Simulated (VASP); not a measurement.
Here is the system:

```
CELL_PARAMETERS angstrom
      1.38000    -2.39023     0.00000
      1.38000     2.39023     0.00000
      0.00000     0.00000     4.46000
ATOMIC_POSITIONS crystal
  Re 0.33333 0.66667 0.25000
  Re 0.66667 0.33333 0.75000
```

Computed with RPBE GGA, VASP's PBE PAW potentials (set 64) (plane waves; VASP). Numerical set-up: 520 eV cut-off, 14×14×8 Γ-centred mesh, first-order Methfessel-Paxton smearing of 0.10 eV, potentials Re.

Energy and stress use the plane-wave basis of the starting cell.

The ions, cell shape and volume are relaxed. What does this cell relax into?

```
CELL_PARAMETERS angstrom
      1.39065    -2.40868     0.00000
      1.39065     2.40868     0.00000
      0.00000     0.00000     4.50120
ATOMIC_POSITIONS crystal
  Re 0.33333 0.66667 0.25000
  Re 0.66667 0.33333 0.75000
```
Space group P6_3/mmc (194), at a tolerance of 0.03 Å.

How do energy and volume change from the first to the last step?

The energy (σ→0) changes by -10.6 meV/atom and the volume by +2.5 %, in 9 ionic steps.

```tsv
step	E(σ→0) (eV)	max force (eV/Å)	pressure (GPa)	volume (Å³)
1	-23.6194	0.000	9.47	29.42
2	-23.3361	0.000	-28.35	33.28
3	-23.6405	0.000	-0.41	30.19
4	-23.6406	0.000	-0.04	30.16
5	-23.6405	0.000	0.09	30.14
6	-23.6406	0.000	0.17	30.14
7	-23.6406	0.000	0.17	30.14
8	-23.6405	0.000	-0.29	30.18
9	-23.6406	0.000	0.02	30.15
```

The compound is Re in the hcp structure. This run relaxes it. Symmetry was kept, so distortions that lower it aren't found.
